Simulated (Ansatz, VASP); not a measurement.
## YZn in VASP and in Ansatz

INCAR

```
SYSTEM = YZn
ALGO = Normal
EDIFF = 1E-7
ENCUT = 520
GGA = PS
ISIF = 2
ISMEAR = -1
LASPH = .True.
LCHARG = .False.
LREAL = .False.
LWAVE = .False.
NBANDS = 18
NELM = 100
PREC = Accurate
SIGMA = 0.1
```

KPOINTS

```
k-points
0
Gamma
  6 6 6
  0 0 0
```

Contents of POSCAR:

```
YZn
1.0
    3.5600000000      0.0000000000      0.0000000000
    0.0000000000      3.5600000000      0.0000000000
    0.0000000000      0.0000000000      3.5600000000
Y Zn
1 1
Direct
    0.0000000000      0.0000000000      0.0000000000
    0.5000000000      0.5000000000      0.5000000000
```

Input for Ansatz:

```yaml
crystal:
  lattice:
    - [3.56, 0.0, 0.0]
    - [0.0, 3.56, 0.0]
    - [0.0, 0.0, 3.56]
  atoms:
    - { symbol: "Y", position: [0.0, 0.0, 0.0] }
    - { symbol: Zn, position: [0.5, 0.5, 0.5] }
kpoints:
  mp_grid: { grid: [6, 6, 6] }
hamiltonian:
  xc: pbesol
  pseudopotentials: { kind: all_electron, lapw: { basis_error: 0.002 } }
scf:
  max_iter: 70
  convergence: { dr2_threshold: 1.0e-07 }
  occupations: { method: fermi_dirac }
output:
  stress: true
```

Alike in both runs: task single point; functional PBEsol; k mesh 6 × 6 × 6; no spin polarisation.

|  | VASP | Ansatz |
| --- | --- | --- |
| version | VASP 6.6.1 | Ansatz 0.2.0 |
| potentials or method | VASP PAW PBE potentials, release 64 (Y_sv, Zn) | all-electron (LAPW or listed datasets) |
| plane-wave cutoff (eV) | 520 | see its input |
| occupations | fermi-dirac, width 0.1 eV | fermi-dirac |

```csv
,VASP,Ansatz,Ansatz less VASP
pressure (GPa),-2.0,-2.0,0.00
```

Ansatz ran all-electron here, so the differences hold the error of VASP's frozen core and of both bases.

Caveats: the PAW data sets were made with another functional, which shifts forces and pressure a little (VASP).
